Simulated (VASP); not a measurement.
# CaH2PdO6 (Fm-3m) in VASP: a series of runs

The runs below take CaH2PdO6 through single point, with PBE.

Program: VASP 6.6.1. These are calculated values, not measurements. Logs are shortened: lines on timing, memory, paths and dates and some standing lists are left out, and cuts for length are marked.

## (1) The crystal as given

The structure is cubic, space group Fm-3m (No. 225). Conventional cell: a = 6.997 Å, b = 6.997 Å, c = 6.997 Å, α = 90.00°, β = 90.00°, γ = 90.00°. H (site symmetry -43m) is surrounded by 12 O at 2.48 Å. Around Ca (site symmetry m-3m) lie 6 O at 1.87 Å. Pd (site symmetry m-3m) has 6 O at 1.63 Å as nearest neighbours. Around O (site symmetry 4mm) lie 1 Pd at 1.63 Å and 1 Ca at 1.87 Å.

The cell was built by a generator and needn't be a form met in nature.

## (2) Single point, PBE

Input file INCAR:

```
SYSTEM = CaH2PdO6
PREC = Accurate ; ENCUT = 520
EDIFF = 1E-6 ; ISMEAR = -1
SIGMA = 0.1 ; LREAL = .FALSE.
LASPH = .TRUE. ; NELM = 60
ALGO = Normal ; ISIF = 2
LWAVE = .FALSE. ; LCHARG = .FALSE.
GGA = PE ; NBANDS = 40
```

Input file KPOINTS:

```
Automatic mesh
0
G
  5 5 5
  0 0 0
```

Input file POSCAR:

```
CaH2PdO6
1.0
    0.0000000000      3.4984420000      3.4984420000
    3.4984420000      0.0000000000      3.4984420000
    3.4984420000      3.4984420000      0.0000000000
H Ca Pd O
2 1 1 6
Direct
    0.2500000000      0.2500000000      0.2500000000
    0.7500000000      0.7500000000      0.7500000000
    0.5000000000      0.5000000000      0.5000000000
    0.0000000000      0.0000000000      0.0000000000
    0.7670000000      0.2330000000      0.2330000000
    0.2330000000      0.7670000000      0.2330000000
    0.2330000000      0.7670000000      0.7670000000
    0.7670000000      0.2330000000      0.7670000000
    0.2330000000      0.2330000000      0.7670000000
    0.7670000000      0.7670000000      0.2330000000
```

Potentials or basis: VASP PAW PBE potentials, release 64 (H, Ca_sv, Pd, O).

On the command line:

```sh
$ cat potpaw_PBE.64/H/POTCAR potpaw_PBE.64/Ca_sv/POTCAR potpaw_PBE.64/Pd/POTCAR potpaw_PBE.64/O/POTCAR > POTCAR
$ mpirun -np 1 vasp_std > vasp.out
```

OUTCAR:

```text
SYSTEM = CaH2PdO6
   PREC = Accurate
   ENCUT = 520
   EDIFF = 1E-6
   ISMEAR = -1
   LREAL = .FALSE.
   LASPH = .TRUE.
   NELM = 60
   ISIF = 2
   GGA = PE

 ion  position               nearest neighbor table
   1  0.250  0.250  0.250-
   2  0.750  0.750  0.750-
   3  0.500  0.500  0.500-   5 1.87   6 1.87   7 1.87   8 1.87   9 1.87  10 1.87
   4  0.000  0.000  0.000-   5 1.63   6 1.63   7 1.63   8 1.63   9 1.63  10 1.63
   5  0.767  0.233  0.233-   4 1.63   3 1.87
   6  0.233  0.767  0.233-   4 1.63   3 1.87
   7  0.233  0.767  0.767-   4 1.63   3 1.87
   8  0.767  0.233  0.767-   4 1.63   3 1.87
   9  0.233  0.233  0.767-   4 1.63   3 1.87
  10  0.767  0.767  0.233-   4 1.63   3 1.87

  LATTYP: Found a face centered cubic cell.
 ALAT       =     6.9968840000

  Lattice vectors:

 A1 = (   0.0000000000,   3.4984420000,   3.4984420000)
 A2 = (   3.4984420000,   0.0000000000,   3.4984420000)
 A3 = (   3.4984420000,   3.4984420000,   0.0000000000)

Analysis of symmetry for initial positions (statically):
=====================================================================
 Subroutine PRICEL returns:
 Original cell was already a primitive cell.

 Routine SETGRP: Setting up the symmetry group for a
 face centered cubic supercell.

 Subroutine GETGRP returns: Found 48 space group operations
 (whereof 48 operations were pure point group operations)
 out of a pool of 48 trial point group operations.

The static configuration has the point symmetry O_h .

Analysis of symmetry for dynamics (positions and initial velocities):
=====================================================================
 Subroutine PRICEL returns:
 Original cell was already a primitive cell.

 Routine SETGRP: Setting up the symmetry group for a
 face centered cubic supercell.

 Subroutine GETGRP returns: Found 48 space group operations
 (whereof 48 operations were pure point group operations)
 out of a pool of 48 trial point group operations.

The dynamic configuration has the point symmetry O_h .

 Subroutine INISYM returns: Found 48 space group operations
 (whereof 48 operations are pure point group operations),
 and found     1 'primitive' translations

----------------------------------------------------------------------------------------

                                     Primitive cell

  volume of cell :      85.6355

  direct lattice vectors                    reciprocal lattice vectors
     0.000000000  3.498442000  3.498442000    -0.142920763  0.142920763  0.142920763
     3.498442000  0.000000000  3.498442000     0.142920763 -0.142920763  0.142920763
     3.498442000  3.498442000  0.000000000     0.142920763  0.142920763 -0.142920763

  length of vectors
     4.947544124  4.947544124  4.947544124     0.247546023  0.247546023  0.247546023

  position of ions in fractional coordinates (direct lattice)
     0.250000000  0.250000000  0.250000000
     0.750000000  0.750000000  0.750000000
     0.500000000  0.500000000  0.500000000
     0.000000000  0.000000000  0.000000000
     0.767000000  0.233000000  0.233000000
     0.233000000  0.767000000  0.233000000
     0.233000000  0.767000000  0.767000000
     0.767000000  0.233000000  0.767000000
     0.233000000  0.233000000  0.767000000
     0.767000000  0.767000000  0.233000000

  ion indices of the primitive-cell ions
   primitive index   ion index
                 1           1
                 2           2
                 3           3
                 4           4
                 5           5
                 6           6
                 7           7
                 8           8
                 9           9
                10          10

----------------------------------------------------------------------------------------

 KPOINTS: Automatic mesh

Automatic generation of k-mesh.
 Grid dimensions read from file:
 generate k-points for:    5    5    5

 Generating k-lattice:

  Cartesian coordinates                     Fractional coordinates (reciprocal lattice)
    -0.028584153  0.028584153  0.028584153     0.200000000  0.000000000  0.000000000
     0.028584153 -0.028584153  0.028584153     0.000000000  0.200000000  0.000000000
     0.028584153  0.028584153 -0.028584153     0.000000000  0.000000000  0.200000000

  Length of vectors
     0.049509205  0.049509205  0.049509205

  Shift w.r.t. Gamma in fractional coordinates (k-lattice)
     0.000000000  0.000000000  0.000000000

 Subroutine IBZKPT returns following result:
 ===========================================

 Found     10 irreducible k-points:

 Following reciprocal coordinates:
            Coordinates               Weight
  0.000000  0.000000  0.000000      1.000000
  0.200000  0.000000  0.000000      8.000000
  0.400000  0.000000  0.000000      8.000000
  0.200000  0.200000  0.000000      6.000000
  0.400000  0.200000  0.000000     24.000000
 -0.400000  0.200000  0.000000     24.000000
 -0.200000  0.200000  0.000000     12.000000
  0.400000  0.400000  0.000000      6.000000
 -0.400000  0.400000  0.000000     12.000000
 -0.400000  0.400000  0.200000     24.000000
   k-points           NKPTS =     10   k-points in BZ     NKDIM =     10   number of bands    NBANDS=     40
   number of dos      NEDOS =    301   number of ions     NIONS =     10
   total plane-waves  NPLWV =  64000
   dimension x,y,z NGX =    40 NGY =   40 NGZ =   40
   dimension x,y,z NGXF=    80 NGYF=   80 NGZF=   80
   ions per type =               2   1   1   6
   NGX,Y,Z   is equivalent  to a cutoff of  13.44, 13.44, 13.44 a.u.
   NGXF,Y,Z  is equivalent  to a cutoff of  26.88, 26.88, 26.88 a.u.
 SYSTEM =  CaH2PdO6
   PREC   = accura    normal or accurate (medium, high low for compatibility)
   ISTART =      0    job   : 0-new  1-cont  2-samecut
   ICHARG =      2    charge: 1-file 2-atom 10-const
   ISPIN  =      1    spin polarized calculation?
   LNONCOLLINEAR =      F non collinear calculations
   LSORBIT =      F    spin-orbit coupling
   LASPH  =      T    aspherical Exc in radial PAW
   ENCUT  =  520.0 eV  38.22 Ry    6.18 a.u.   9.20  9.20  9.20*2*pi/ulx,y,z
   NELM   =     60;   NELMIN=  2; NELMDL= -5     # of ELM steps
   EDIFF  = 0.1E-05   stopping-criterion for ELM
   LREAL  =      F    real-space projection
   EDIFFG = 0.1E-04   stopping-criterion for IOM
   NSW    =      0    number of steps for IOM
   IBRION =     -1    ionic relax: 0-MD 1-quasi-New 2-CG
   NFREE  =      0    steps in history (QN), initial steepest desc. (CG)
   ISIF   =      2    stress and relaxation
   ISYM   =      2    0-nonsym 1-usesym 2-fastsym
   POTIM  = 0.5000    time-step for ionic-motion
   TEBEG  =    0.0;   TEEND  =   0.0 temperature during run
   PSTRESS=    0.0 pullay stress
   NELECT =      58.0000    total number of electrons
   NUPDOWN=      -1.0000    fix difference up-down
   EMIN   =  10.00;   EMAX   =-10.00  energy-range for DOS
   EFERMI =   0.00;   METHOD = LEGACY
   ISMEAR =    -1;   SIGMA  =   0.10  broadening in eV -4-tet -1-fermi 0-gaus
   EFERMI_NEDOS =   21; number of points for ismear=-14 and -15
   IALGO  =     38    algorithm
   IMIX   =      4    mixing-type and parameters
     AMIX     =   0.40;   BMIX     =  1.00
     AMIX_MAG =   1.60;   BMIX_MAG =  1.00
  volume/ion in A,a.u.               =       8.56        57.79
  Fermi-wavevector in a.u.,A,eV,Ry     =   1.437693  2.716846 28.122713  2.066961
  Thomas-Fermi vector in A             =   2.556742
   LORBIT       =      0    0 simple, 1 ext, 2 COOP (PROOUT), +10 PAW based schemes
   GGA     = PE    functional components
   LHFCALC =     F    Hartree Fock is set to
   AEXX    =    0.0000 exact exchange contribution
   IVDW    =     0    specifies the selected vdW correction
   LEPSILON=     F    determine dielectric tensor
   LRPA    =     F    only Hartree local field effects (RPA)
 non-spin polarized calculation
  energy-cutoff  :      520.00
  volume of cell :       85.64
 maximum number of plane-waves:      2316
 NGX is ok and might be reduce to    40
   NGX = 19   NGY = 19   NGZ = 19

 number of electron      57.9999992 magnetization

 Free energy of the ion-electron system (eV)
  ---------------------------------------------------
  ext. energy  EPLUGINS =         0.00000000
  ---------------------------------------------------
  free energy    TOTEN  =       -26.11033644 eV

  energy without entropy =      -25.83004843  energy(sigma->0) =      -25.97019243

 E-fermi :   3.2730     XC(G=0): -11.2951

 val. band max:        3.1816102253   @ k =  -0.2000   0.2000   0.0000
 cond. band min:       3.2933147188   @ k =   0.2000   0.0000   0.0000
 fundamental gap:      0.1117044936
 Fermi energy:         3.2730096930

 k-point     1 :       0.0000    0.0000    0.0000
  band No.  band energies     occupation
      1     -31.3359      2.00000
      2     -16.3481      2.00000
      3     -16.0163      2.00000
      4     -16.0163      2.00000
      5     -15.7799      2.00000
      6     -15.7799      2.00000
[... 32 lines left out ...]
     39      18.1878      0.00000
     40      18.1878      0.00000

 k-point     2 :       0.2000    0.0000    0.0000
  band No.  band energies     occupation
      1     -31.3342      2.00000
      2     -16.7691      2.00000
      3     -16.4767      2.00000
      4     -16.4767      2.00000
      5     -15.1369      2.00000
      6     -15.0945      2.00000
[... 32 lines left out ...]
     39      16.8752      0.00000
     40      17.5629      0.00000

 k-point     3 :       0.4000    0.0000    0.0000
  band No.  band energies     occupation
      1     -31.3314      2.00000
      2     -17.0933      2.00000
      3     -16.7671      2.00000
      4     -16.7671      2.00000
      5     -14.2998      2.00000
      6     -14.2413      2.00000
[... 32 lines left out ...]
     39      15.6958      0.00000
     40      16.3464      0.00000

 k-point     4 :       0.2000    0.2000    0.0000
  band No.  band energies     occupation
      1     -31.3338      2.00000
      2     -16.9121      2.00000
      3     -16.1795      2.00000
      4     -16.0049      2.00000
      5     -15.8096      2.00000
      6     -15.8096      2.00000
[... 32 lines left out ...]
     39      16.1497      0.00000
     40      17.1681      0.00000

 k-point     5 :       0.4000    0.2000    0.0000
  band No.  band energies     occupation
      1     -31.3318      2.00000
      2     -16.9499      2.00000
      3     -16.5947      2.00000
      4     -16.4821      2.00000
      5     -15.1421      2.00000
      6     -15.1174      2.00000
[... 32 lines left out ...]
     39      15.3678      0.00000
     40      16.1068      0.00000

 k-point     6 :      -0.4000    0.2000    0.0000
  band No.  band energies     occupation
      1     -31.3308      2.00000
      2     -17.0243      2.00000
      3     -16.7694      2.00000
      4     -16.5355      2.00000
      5     -15.1530      2.00000
      6     -14.2874      2.00000
[... 32 lines left out ...]
     39      15.3765      0.00000
     40      15.9965      0.00000

 k-point     7 :      -0.2000    0.2000    0.0000
  band No.  band energies     occupation
      1     -31.3323      2.00000
      2     -17.0103      2.00000
      3     -16.7658      2.00000
      4     -16.0687      2.00000
      5     -15.8414      2.00000
      6     -14.2715      2.00000
[... 32 lines left out ...]
     39      16.3802      0.00000
     40      16.4396      0.00000

 k-point     8 :       0.4000    0.4000    0.0000
  band No.  band energies     occupation
      1     -31.3314      2.00000
      2     -16.6156      2.00000
      3     -16.1438      2.00000
      4     -15.9870      2.00000
      5     -15.8564      2.00000
      6     -15.8564      2.00000
[... 32 lines left out ...]
     39      14.7334      0.00000
     40      16.1838      0.00000

 k-point     9 :      -0.4000    0.4000    0.0000
  band No.  band energies     occupation
      1     -31.3308      2.00000
      2     -16.6780      2.00000
      3     -16.4857      2.00000
      4     -16.0226      2.00000
      5     -15.9458      2.00000
      6     -15.1506      2.00000
[... 32 lines left out ...]
     39      14.5514      0.00000
     40      16.0263      0.00000

 k-point    10 :      -0.4000    0.4000    0.2000
  band No.  band energies     occupation
      1     -31.3308      2.00000
      2     -16.9176      2.00000
      3     -16.5566      2.00000
      4     -16.0448      2.00000
      5     -15.8911      2.00000
      6     -15.1649      2.00000
[... 32 lines left out ...]
     39      14.9527      0.00000
     40      15.4919      0.00000

------------------------ aborting loop because EDIFF is reached ----------------------------------------

  FORCE on cell =-STRESS in cart. coord.  units (eV):
  Direction    XX          YY          ZZ          XY          YZ          ZX
  --------------------------------------------------------------------------------------
  -------------------------------------------------------------------------------------
  Total       65.0917345     65.0917345     65.0917345     -0.0000000     -0.0000000      0.0000000
  in kB     1217.8180217   1217.8180217   1217.8180217     -0.0000000     -0.0000000      0.0000000
  external PRESSURE =    1217.8180217 kB  Pullay stress =       0.0000000 kB

 VOLUME and BASIS-vectors are now :
 -----------------------------------------------------------------------------
  energy-cutoff  :      520.00
  volume of cell :       85.64
      direct lattice vectors                 reciprocal lattice vectors
     0.000000000  3.498442000  3.498442000    -0.142920763  0.142920763  0.142920763
     3.498442000  0.000000000  3.498442000     0.142920763 -0.142920763  0.142920763
     3.498442000  3.498442000  0.000000000     0.142920763  0.142920763 -0.142920763

 POSITION                                       TOTAL-FORCE (eV/Angst)
 -----------------------------------------------------------------------------------
      1.74922      1.74922      1.74922        -0.000000     -0.000000      0.000000
      5.24766      5.24766      5.24766        -0.000000      0.000000      0.000000
      3.49844      3.49844      3.49844        -0.000000      0.000000      0.000000
      0.00000      0.00000      0.00000        -0.000000      0.000000      0.000000
      1.63027      3.49844      3.49844         5.611307      0.000000      0.000000
      3.49844      1.63027      3.49844        -0.000000      5.611307      0.000000
      5.36661      3.49844      3.49844        -5.611307      0.000000      0.000000
      3.49844      5.36661      3.49844        -0.000000     -5.611307      0.000000
      3.49844      3.49844      1.63027        -0.000000      0.000000      5.611307
      3.49844      3.49844      5.36661        -0.000000      0.000000     -5.611307
 -----------------------------------------------------------------------------------
    total drift:                               -0.000000     -0.000000     -0.000000

  FREE ENERGIE OF THE ION-ELECTRON SYSTEM (eV)
  ---------------------------------------------------
  free  energy   TOTEN  =       -26.1103364362 eV

  energy  without entropy=      -25.8300484259  energy(sigma->0) =      -25.97019243
```

Run time: 57 s. Hardware: 1 thread of Intel Xeon Platinum 8259CL at 2.50GHz (Skylake/Cascade Lake), shared host; peak memory 0.25 GiB.

Results:

```
Free energy            : -26.1103 eV
Pressure               : 121.8 GPa
Largest force          : 5.611 eV/Å
Band gap on the k mesh : none (metal or under the smearing width)
```

Forces on the atoms (eV/Å):
```
H    0.000  0.000  0.000
H    0.000  0.000  0.000
Ca   0.000  0.000  0.000
Pd   0.000  0.000  0.000
O    5.611  0.000  0.000
O    0.000  5.611  0.000
O   -5.611  0.000  0.000
O    0.000 -5.611  0.000
O    0.000  0.000  5.611
O    0.000  0.000 -5.611
```

Levels at points of the mesh, in eV from the Fermi level:
```csv
k point,band 24,band 25,band 26,band 27,band 28,band 29,band 30,band 31,band 32,band 33
"(0.00, 0.00, 0.00)",-1.19,-1.19,-0.63,-0.53,-0.34,-0.34,-0.34,0.22,0.22,0.22
```

Caveat: a pressure of tens of GPa on the cell as given is suspect, and the run, the potentials or the cell itself is likely at fault; forces of over 1 eV/Å show positions far from the minimum, so gaps and moduli don't describe the material at rest.

[end of part 1 of 2]
